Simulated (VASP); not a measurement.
## TiO2 (Rutile): what each functional gives for the gap

Aim: the gap of TiO2 (Rutile) on one structure at many levels of theory. The starting structure is a measured crystal structure from the Crystallography Open Database. Cell and atoms stay as given. Meshes and data sets differ where the inputs say so.

Calculated with VASP 6.6.1; Kohn-Sham DFT with plane waves and PAW; LDA, PBE, r2SCAN, TB-mBJ, LDA+U (Ti d 4 eV), r2SCAN+U (Ti d 2 eV) and HSE06.

**1. The structure**

Symmetry: P4_2/mnm, No. 136, tetragonal system. The conventional cell has a = 4.592 Å, b = 4.592 Å, c = 2.957 Å, α = 90.00°, β = 90.00°, γ = 90.00°. Nearest to Ti lie 6 O at 1.95 to 1.98 Å. O has 3 Ti at 1.95 to 1.98 Å nearest. Farther neighbours and most contacts between anions are not listed.

**2. Bands with LDA**

LDA, the lowest rung, knows the local density alone.

The input, INCAR:

```
SYSTEM = TiO2
PREC = Accurate
ENCUT = 460
EDIFF = 1E-06
NELM = 100
ISMEAR = 0
SIGMA = 0.03
LREAL = .FALSE.
ALGO = Normal
GGA = CA
NBANDS = 40
LORBIT = 11
LWAVE = .FALSE.
LCHARG = .FALSE.
KPAR = 8
LASPH = .TRUE.
```

The input, POSCAR:

```
TiO2
1.0
    4.5922000000      0.0000000000      0.0000000000
    0.0000000000      4.5922000000      0.0000000000
    0.0000000000      0.0000000000      2.9574000000
Ti O
2 4
Direct
    0.5000000000      0.5000000000      0.5000000000
    0.0000000000      0.0000000000      0.0000000000
    0.8049600000      0.1950400000      0.5000000000
    0.6950400000      0.6950400000      0.0000000000
    0.1950400000      0.8049600000      0.5000000000
    0.3049600000      0.3049600000      0.0000000000
```

The input, KPOINTS:

```
Automatic mesh
0
Gamma
6 6 8
0 0 0
```

The input, KPOINTS_OPT:

```
Line mode
8
Line-mode
Reciprocal
  0.00000000   0.00000000   0.00000000 GAMMA
  0.00000000   0.50000000   0.00000000 X

  0.00000000   0.50000000   0.00000000 X
  0.50000000   0.50000000   0.00000000 M

  0.50000000   0.50000000   0.00000000 M
  0.00000000   0.00000000   0.00000000 GAMMA

  0.00000000   0.00000000   0.00000000 GAMMA
  0.00000000   0.00000000   0.50000000 Z

  0.00000000   0.00000000   0.50000000 Z
  0.00000000   0.50000000   0.50000000 R

  0.00000000   0.50000000   0.50000000 R
  0.50000000   0.50000000   0.50000000 A

  0.50000000   0.50000000   0.50000000 A
  0.00000000   0.00000000   0.50000000 Z

  0.00000000   0.50000000   0.00000000 X
  0.00000000   0.50000000   0.50000000 R

  0.50000000   0.50000000   0.00000000 M
  0.50000000   0.50000000   0.50000000 A
```

Potentials, in the order of the species: Ti_sv and O (LDA family, release 64).

Run with:

```
mpirun -np 8 vasp_std
```

Output:

```text
[banner, memory and clock lines left out]
running    8 mpi-ranks, on    1 nodes
 distrk:  each k-point on    1 cores,    8 groups
 distr:  one band on    1 cores,    1 groups

 POSCAR found type information on POSCAR TiO
 POSCAR found :  2 types and       6 ions
|                                                                             |
|           W    W    AA    RRRRR   N    N  II  N    N   GGGG   !!!           |
|           W    W   A  A   R    R  NN   N  II  NN   N  G    G  !!!           |
|           W    W  A    A  R    R  N N  N  II  N N  N  G       !!!           |
|           W WW W  AAAAAA  RRRRR   N  N N  II  N  N N  G  GGG   !            |
|           WW  WW  A    A  R   R   N   NN  II  N   NN  G    G                |
|           W    W  A    A  R    R  N    N  II  N    N   GGGG   !!!           |
|                                                                             |
|     For optimal performance we recommend to set                             |
|       NCORE = 2 up to number-of-cores-per-socket                            |
|     NCORE specifies how many cores store one orbital (NPAR=cpu/NCORE).      |
|     This setting can greatly improve the performance of VASP for DFT.       |
|     The default, NCORE=1 might be grossly inefficient on modern             |
|     multi-core architectures or massively parallel machines. Do your        |
|     Unfortunately you need to use the default for GW and RPA                |
|     calculations (for HF NCORE is supported but not extensively tested      |
|     yet).                                                                   |
|                                                                             |

 LDA part: xc-table for (Slater(with rela. corr.)+CA(PZ))
 , standard interpolation
 POSCAR, INCAR and KPOINTS ok, starting setup
 FFT: planning ... GRIDC
 FFT: planning ... GRID_SOFT
 FFT: planning ... GRID
 WAVECAR not read
 entering main loop
       N       E                     dE             d eps       ncg     rms          rms(c)
DAV:   1     0.577150700371E+03    0.57715E+03   -0.21420E+04  4008   0.130E+03
DAV:   2    -0.111206337155E+01   -0.57826E+03   -0.52551E+03  4216   0.419E+02
DAV:   3    -0.717124939608E+02   -0.70600E+02   -0.69339E+02  5304   0.148E+02
DAV:   4    -0.756728741889E+02   -0.39604E+01   -0.39438E+01  5728   0.301E+01
DAV:   5    -0.757871565205E+02   -0.11428E+00   -0.11428E+00  4960   0.398E+00    0.309E+01
DAV:   6    -0.598125749871E+02    0.15975E+02   -0.37941E+01  5240   0.719E+01    0.121E+01
DAV:   7    -0.591502228393E+02    0.66235E+00   -0.74143E+00  4664   0.277E+01    0.952E+00
DAV:   8    -0.589477285843E+02    0.20249E+00   -0.45150E-01  4864   0.505E+00    0.678E+00
DAV:   9    -0.589311636018E+02    0.16565E-01   -0.52863E-01  5648   0.104E+01    0.377E+00
DAV:  10    -0.587991411752E+02    0.13202E+00   -0.18037E-01  5096   0.409E+00    0.196E+00
DAV:  11    -0.587568375880E+02    0.42304E-01   -0.57687E-02  5280   0.338E+00    0.648E-01
DAV:  12    -0.587556132570E+02    0.12243E-02   -0.84730E-03  4592   0.692E-01    0.458E-01
DAV:  13    -0.587546299022E+02    0.98335E-03   -0.17171E-03  4512   0.226E-01    0.148E-01
DAV:  14    -0.587544277652E+02    0.20214E-03   -0.49553E-04  4960   0.108E-01    0.561E-02
DAV:  15    -0.587544176090E+02    0.10156E-04   -0.32838E-05  4776   0.371E-02    0.432E-02
DAV:  16    -0.587543866106E+02    0.30998E-04   -0.37793E-05  6152   0.748E-02    0.591E-03
DAV:  17    -0.587543870505E+02   -0.43985E-06   -0.44300E-06  4184   0.127E-02
   1 F= -.58754387E+02 E0= -.58754387E+02  d E =-.400329E-37
 Start KPOINTS_OPT (optional k-point list driver)
k-point batch [1-50\72]
       N       E                     dE             ncg
DAV:   1     0.188978279804E+03   -0.55257E+05     4000
DAV:   2    -0.266362570351E+05   -0.26825E+05     4200
DAV:   3    -0.298770046851E+05   -0.32407E+04     5280
DAV:   4    -0.300857891292E+05   -0.20878E+03     5736
DAV:   5    -0.300918475593E+05   -0.60584E+01     4656
DAV:   6    -0.300919665677E+05   -0.11901E+00     5216
DAV:   7    -0.300919700422E+05   -0.34745E-02     4800
DAV:   8    -0.300919701545E+05   -0.11227E-03     4192
DAV:   9    -0.300919701605E+05   -0.60107E-05     2872
DAV:  10    -0.300919701610E+05   -0.46001E-06     2784
k-point batch [51-72\72]
       N       E                     dE             ncg
DAV:   1     0.398736877725E+05   -0.33000E+05     1760
DAV:   2     0.280494596440E+05   -0.11824E+05     1856
DAV:   3     0.265990494696E+05   -0.14504E+04     2288
DAV:   4     0.265035486826E+05   -0.95501E+02     2560
DAV:   5     0.265006977358E+05   -0.28509E+01     2080
DAV:   6     0.265006543394E+05   -0.43396E-01     2352
DAV:   7     0.265006537534E+05   -0.58599E-03     2080
DAV:   8     0.265006537422E+05   -0.11208E-04     1848
DAV:   9     0.265006537418E+05   -0.36517E-06     1184
```

It took 50 s on 8 MPI ranks of AMD EPYC 7R43, shared host; peak memory 1.8 GiB.

Lines that name or quote the potential files are left out of all logs, and their timing lines are given in words.

From OUTCAR (step 2):

```text
ion  position               nearest neighbor table
   1  0.500  0.500  0.500-   4 1.95   6 1.95   4 1.95   6 1.95   5 1.98   3 1.98
   2  0.000  0.000  0.000-   3 1.95   5 1.95   3 1.95   5 1.95   4 1.98   6 1.98
   3  0.805  0.195  0.500-   2 1.95   2 1.95   1 1.98
   4  0.695  0.695  0.000-   1 1.95   1 1.95   2 1.98
   5  0.195  0.805  0.500-   2 1.95   2 1.95   1 1.98
   6  0.305  0.305  0.000-   1 1.95   1 1.95   2 1.98

  LATTYP: Found a simple tetragonal cell.
 ALAT       =     4.5922000000
 C/A-ratio  =     0.6440050520

 Subroutine GETGRP returns: Found 16 space group operations
 (whereof  8 operations were pure point group operations)

The static configuration has the point symmetry D_2h.
 The point group associated with its full space group is D_4h.

 Found     50 irreducible k-points:

   k-points           NKPTS =     50   k-points in BZ     NKDIM =     50   number of bands    NBANDS=     40

   dimension x,y,z NGX =    32 NGY =   32 NGZ =   24
   dimension x,y,z NGXF=    64 NGYF=   64 NGZF=   48

   ENCUT  =  460.0 eV  33.81 Ry    5.81 a.u.   8.03  8.03  5.17*2*pi/ulx,y,z

   NELECT =      48.0000    total number of electrons

 k-points in reciprocal lattice and weights: Automatic mesh
   0.00000000  0.00000000  0.00000000       0.003
   0.16666667  0.00000000  0.00000000       0.014
   0.33333333  0.00000000  0.00000000       0.014
   0.50000000  0.00000000  0.00000000       0.007
   0.16666667  0.16666667  0.00000000       0.014
   0.33333333  0.16666667  0.00000000       0.028
   0.50000000  0.16666667  0.00000000       0.014
   0.33333333  0.33333333  0.00000000       0.014
   0.50000000  0.33333333  0.00000000       0.014
[...]
0.50000000  0.33333333  0.50000000       0.014
   0.50000000  0.50000000  0.50000000       0.003

 average (electrostatic) potential at core
       1 -76.3439       2 -76.3439       3 -70.4829       4 -70.4829       5 -70.4829
       6 -70.4829

 E-fermi :   4.8254

 k-point     1 :       0.0000    0.0000    0.0000
  band No.  band energies     occupation
    ...
     20       2.5631      2.00000
     21       3.8596      2.00000
     22       4.1114      2.00000
     23       4.1114      2.00000
     24       4.5632      2.00000
     25       6.3483      0.00000
     26       6.6420      0.00000
     27       6.8982      0.00000
     28       6.9879      0.00000
     29       6.9879      0.00000
    ...

 k-point     2 :       0.1667    0.0000    0.0000
  band No.  band energies     occupation
    ...
     20       2.5762      2.00000
     21       3.6083      2.00000
     22       3.6771      2.00000
     23       3.8859      2.00000
     24       4.4624      2.00000
     25       6.5039      0.00000
     26       6.8365      0.00000
     27       7.0999      0.00000
     28       7.1044      0.00000
     29       7.1459      0.00000
    ...

 k-point     3 :       0.3333    0.0000    0.0000
  band No.  band energies     occupation
    ...
     20       2.5305      2.00000
     21       2.6623      2.00000
     22       3.2809      2.00000
     23       3.6608      2.00000
     24       4.1552      2.00000
     25       6.8040      0.00000
     26       7.0558      0.00000
     27       7.3502      0.00000
     28       7.4270      0.00000
     29       7.5585      0.00000
    ...

  Total       -2.6893256     -2.6893256     -3.7404388     -0.0000000      0.0000000      0.0000000
  in kB      -69.0879496    -69.0879496    -96.0907275     -0.0000000      0.0000000      0.0000000
  external PRESSURE =     -78.0888756 kB  Pullay stress =       0.0000000 kB

  energy-cutoff  :      460.00
  volume of cell :       62.37
      direct lattice vectors                 reciprocal lattice vectors
     4.592200000  0.000000000  0.000000000     0.217760550  0.000000000  0.000000000
     0.000000000  4.592200000  0.000000000     0.000000000  0.217760550  0.000000000
     0.000000000  0.000000000  2.957400000     0.000000000  0.000000000  0.338134848

 POSITION                                       TOTAL-FORCE (eV/Angst)
 -----------------------------------------------------------------------------------
      2.29610      2.29610      1.47870        -0.000000     -0.000000      0.000000
      0.00000      0.00000      0.00000        -0.000000     -0.000000      0.000000
      3.69654      0.89566      1.47870        -0.002642      0.002642      0.000000
      3.19176      3.19176      0.00000         0.002642      0.002642      0.000000
      0.89566      3.69654      1.47870         0.002642     -0.002642     -0.000000
      1.40044      1.40044      0.00000        -0.002642     -0.002642     -0.000000
 -----------------------------------------------------------------------------------
    total drift:                                0.000000     -0.000000     -0.000000

  FREE ENERGIE OF THE ION-ELECTRON SYSTEM (eV)
  ---------------------------------------------------
  free  energy   TOTEN  =       -58.7543870505 eV

  energy  without entropy=      -58.7543870505  energy(sigma->0) =      -58.75438705

 total charge
# of ion       s       p       d       tot
------------------------------------------
    1        2.225   6.308   1.743  10.277
    2        2.225   6.308   1.743  10.277
    3        1.568   3.480   0.000   5.048
    4        1.568   3.480   0.000   5.048
    5        1.568   3.480   0.000   5.048
    6        1.568   3.480   0.000   5.048
--------------------------------------------------
tot         10.724  26.534   3.487  40.745

[... 3 further parts left out ...]
```

At this level the cell is under a tension of 7.8 GPa, so at these settings it is away from equilibrium.

LDA gives a direct gap of 1.785 eV.

**3. Bands with PBE**

PBE, the usual starting point, adds the gradient of the density.

Edit INCAR of step 2 so:

```diff
@@ -9,3 +9,3 @@
 ALGO = Normal
-GGA = CA
+GGA = PE
 NBANDS = 40
```

POSCAR is that of step 2.

KPOINTS is that of step 2.

KPOINTS_OPT is that of step 2.

PAW data sets: Ti_sv and O (PBE family, release 64).

Run with:

```
mpirun -np 8 vasp_std
```

Output:

```text
[banner, memory and clock lines left out]
running    8 mpi-ranks, on    1 nodes
[...]
[... a notice as in an earlier step ...]

 LDA part: xc-table for (Slater+PW92), standard interpolation
 POSCAR, INCAR and KPOINTS ok, starting setup
[...]
entering main loop
       N       E                     dE             d eps       ncg     rms          rms(c)
DAV:   1     0.591382849575E+03    0.59138E+03   -0.21451E+04  4008   0.131E+03
DAV:   2     0.595790630410E+01   -0.58542E+03   -0.53031E+03  4240   0.421E+02
DAV:   3    -0.668601136321E+02   -0.72818E+02   -0.71496E+02  5296   0.150E+02
DAV:   4    -0.709826174535E+02   -0.41225E+01   -0.41052E+01  5688   0.309E+01
[...]
DAV:  16    -0.536529620609E+02    0.25762E-04   -0.15782E-05  5800   0.549E-02    0.107E-02
DAV:  17    -0.536529606624E+02    0.13984E-05   -0.36310E-06  4672   0.171E-02    0.546E-03
DAV:  18    -0.536529605058E+02    0.15666E-06   -0.10725E-06  2688   0.764E-03
   1 F= -.53652961E+02 E0= -.53652961E+02  d E =-.694922E-59
 Start KPOINTS_OPT (optional k-point list driver)
k-point batch [1-50\72]
       N       E                     dE             ncg
DAV:   1     0.812641868960E+03   -0.54633E+05     4000
DAV:   2    -0.262695040196E+05   -0.27082E+05     4240
DAV:   3    -0.295940566651E+05   -0.33246E+04     5296
DAV:   4    -0.298096149097E+05   -0.21556E+03     5736
[...]
DAV:   8    -0.298160620817E+05   -0.12562E-03     4104
DAV:   9    -0.298160620870E+05   -0.53243E-05     2928
DAV:  10    -0.298160620875E+05   -0.41912E-06     2728
k-point batch [51-72\72]
       N       E                     dE             ncg
DAV:   1     0.401467526802E+05   -0.32727E+05     1760
DAV:   2     0.282062635087E+05   -0.11940E+05     1880
DAV:   3     0.267241050126E+05   -0.14822E+04     2296
DAV:   4     0.266260030558E+05   -0.98102E+02     2568
DAV:   5     0.266229487499E+05   -0.30543E+01     2080
DAV:   6     0.266228946316E+05   -0.54118E-01     2368
DAV:   7     0.266228939358E+05   -0.69582E-03     2080
DAV:   8     0.266228939261E+05   -0.96929E-05     1840
DAV:   9     0.266228939259E+05   -0.16974E-06     1200
```

The job ended after 41 s (8 MPI ranks; peak memory 1.9 GiB).

From OUTCAR (step 3):

```text
  Total        2.0026189      2.0026189      1.8122796      0.0000000      0.0000000      0.0000000
  in kB       51.4466654     51.4466654     46.5569070      0.0000000      0.0000000      0.0000000
  external PRESSURE =      49.8167459 kB  Pullay stress =       0.0000000 kB

 POSITION                                       TOTAL-FORCE (eV/Angst)
 -----------------------------------------------------------------------------------
      2.29610      2.29610      1.47870         0.000000      0.000000     -0.000000
      0.00000      0.00000      0.00000         0.000000      0.000000     -0.000000
      3.69654      0.89566      1.47870        -0.089269      0.089269     -0.000000
      3.19176      3.19176      0.00000         0.089269      0.089269     -0.000000
      0.89566      3.69654      1.47870         0.089269     -0.089269      0.000000
      1.40044      1.40044      0.00000        -0.089269     -0.089269      0.000000
 -----------------------------------------------------------------------------------
    total drift:                                0.000000     -0.000000     -0.000000

  FREE ENERGIE OF THE ION-ELECTRON SYSTEM (eV)
  ---------------------------------------------------
  free  energy   TOTEN  =       -53.6529605058 eV

  energy  without entropy=      -53.6529605058  energy(sigma->0) =      -53.65296051

[... 2 parts as in an earlier step ...]

[... 1 further part left out ...]
[key lines of the parts left out:]
E-fermi :   5.1963
```

PBE gives a direct gap of 1.871 eV. The least gap is +0.086 eV from that of LDA.

**4. Bands with r2SCAN**

r2SCAN adds the kinetic-energy density, costs more than a GGA and is run with LASPH.

Edit INCAR of step 3 so:

```diff
@@ -9,3 +9,4 @@
 ALGO = Normal
-GGA = PE
+METAGGA = R2SCAN
+LASPH = .TRUE.
 NBANDS = 40
@@ -15,2 +16 @@
 KPAR = 8
-LASPH = .TRUE.
```

POSCAR is that of step 3.

KPOINTS is that of step 3.

KPOINTS_OPT is that of step 3.

Run with:

```
mpirun -np 8 vasp_std
```

Output:

```text
[banner, memory and clock lines left out]
running    8 mpi-ranks, on    1 nodes
[...]
[... a notice as in an earlier step ...]

|                                                                             |
|               ----> ADVICE to this user running VASP <----                  |
|                                                                             |
|     You enforced a specific xc type in the INCAR file but a different       |
|     [... a line on the potential file left out ...]
|     I HOPE YOU KNOW WHAT YOU ARE DOING!                                     |
|                                                                             |

 LDA part: xc-table for (None), standard interpolation
 POSCAR, INCAR and KPOINTS ok, starting setup
[...]
entering main loop
       N       E                     dE             d eps       ncg     rms          rms(c)
DAV:   1     0.581997580475E+03    0.58200E+03   -0.21727E+04  4008   0.134E+03
DAV:   2    -0.215884002098E+02   -0.60359E+03   -0.54974E+03  4224   0.433E+02
[...]
DAV:  15    -0.698041249477E+02    0.77029E-05   -0.56563E-06  5256   0.281E-02    0.815E-03
DAV:  16    -0.698041252892E+02   -0.34144E-06   -0.24353E-06  3880   0.142E-02
   1 F= -.69804125E+02 E0= -.69804125E+02  d E =-.166131E-31
 Start KPOINTS_OPT (optional k-point list driver)
k-point batch [1-50\72]
       N       E                     dE             ncg
DAV:   1    -0.439300839936E+03   -0.55885E+05     4000
DAV:   2    -0.285604633588E+05   -0.28121E+05     4232
DAV:   3    -0.320007973263E+05   -0.34403E+04     5304
DAV:   4    -0.322224580546E+05   -0.22166E+03     5744
[...]
DAV:   8    -0.322293256355E+05   -0.13108E-03     4128
DAV:   9    -0.322293256411E+05   -0.55603E-05     2848
DAV:  10    -0.322293256415E+05   -0.45417E-06     2768
k-point batch [51-72\72]
       N       E                     dE             ncg
DAV:   1     0.395932006771E+05   -0.33280E+05     1760
DAV:   2     0.271996639116E+05   -0.12394E+05     1872
DAV:   3     0.256673684420E+05   -0.15323E+04     2280
DAV:   4     0.255647127419E+05   -0.10266E+03     2624
DAV:   5     0.255612517134E+05   -0.34610E+01     2040
DAV:   6     0.255611876249E+05   -0.64089E-01     2432
DAV:   7     0.255611866397E+05   -0.98520E-03     2056
DAV:   8     0.255611866287E+05   -0.10991E-04     1824
DAV:   9     0.255611866285E+05   -0.21171E-06     1184
```

The job ended after 2.1 min (8 MPI ranks; peak memory 2 GiB).

OUTCAR, selected parts (step 4):

```text
  Total        0.1650099      0.1650099      0.2148299      0.0000000      0.0000000      0.0000000
  in kB        4.2390533      4.2390533      5.5189139      0.0000000      0.0000000      0.0000000
  external PRESSURE =       4.6656735 kB  Pullay stress =       0.0000000 kB

 POSITION                                       TOTAL-FORCE (eV/Angst)
 -----------------------------------------------------------------------------------
      2.29610      2.29610      1.47870        -0.000000      0.000000     -0.000000
      0.00000      0.00000      0.00000        -0.000000      0.000000     -0.000000
      3.69654      0.89566      1.47870        -0.059484      0.059484     -0.000000
      3.19176      3.19176      0.00000         0.059484      0.059484     -0.000000
      0.89566      3.69654      1.47870         0.059484     -0.059484     -0.000000
      1.40044      1.40044      0.00000        -0.059484     -0.059484      0.000000
 -----------------------------------------------------------------------------------
    total drift:                                0.000000     -0.000000     -0.000000

  FREE ENERGIE OF THE ION-ELECTRON SYSTEM (eV)
  ---------------------------------------------------
  free  energy   TOTEN  =       -69.8041252892 eV

  energy  without entropy=      -69.8041252892  energy(sigma->0) =      -69.80412529

[... 2 parts as in an earlier step ...]

[... 1 further part left out ...]
[key lines of the parts left out:]
E-fermi :   4.7904
```

r2SCAN gives a direct gap of 2.241 eV. The least gap is +0.456 eV from that of LDA.

[end of part 1 of 2]

[Lines on the potential files, build, host, timing and source positions are cut from VASP's logs without a mark.]

[Logs are printed without paths, hosts, clocks, repeated set-up lines and the standing remarks that a program may print on its own settings, such as how far it seeks lower states.]

[Hosts, paths, dates, database ids (printed as entryN), source tags and the programs' standing remarks are cut or masked in the printed files.]
